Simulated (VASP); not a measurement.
A run of VASP 6.6.1:

Contents of INCAR:

```
SYSTEM = MgAuCl2
  PREC = Accurate
  ENCUT = 520
  EDIFF = 1E-6
  ISMEAR = 0
  SIGMA = 0.1
  LREAL = .False.
  LASPH = .True.
  NELM = 100
  ALGO = Fast
  ISIF = 2
  LWAVE = .False.
  LCHARG = .True.
  GGA = PE
  LELF = .True.
  LVHAR = .True.
  NBANDS = 22
```

The input KPOINTS:

```
Automatic mesh
0
Gamma
  10 10 14
  0 0 0
```

The input POSCAR:

```
MgAuCl2
1.0
    5.2730065907      0.0000000000      0.0000000000
    0.0000000000      5.2730065907      0.0000000000
    0.0000000000      0.0000000000      3.2536083426
Mg Au Cl
1 1 2
Direct
    0.5000000000      0.5000000000      0.5000000000
    0.0000000000      0.0000000000      0.0000000000
    0.5000000000      0.0000000000      0.0000000000
    0.0000000000      0.5000000000      0.0000000000
```

Potentials or basis: VASP PAW PBE potentials, release 64 (Mg, Au, Cl).

The run is started by

```bash
$ cat potpaw_PBE.64/Mg/POTCAR potpaw_PBE.64/Au/POTCAR potpaw_PBE.64/Cl/POTCAR > POTCAR
$ mpirun -np 1 vasp_std > vasp.out
```

Hardware: 1 thread of Intel(R) Xeon(R) Platinum 8488C (Sapphire Rapids) (shared host).

Question: Estimate the wall time of this run.

Answer: Wall time 4.1 min on 1 thread of Intel(R) Xeon(R) Platinum 8488C (Sapphire Rapids) (shared host), peak memory 0.45 GiB. Counts: scf iterations 14, k points 168.
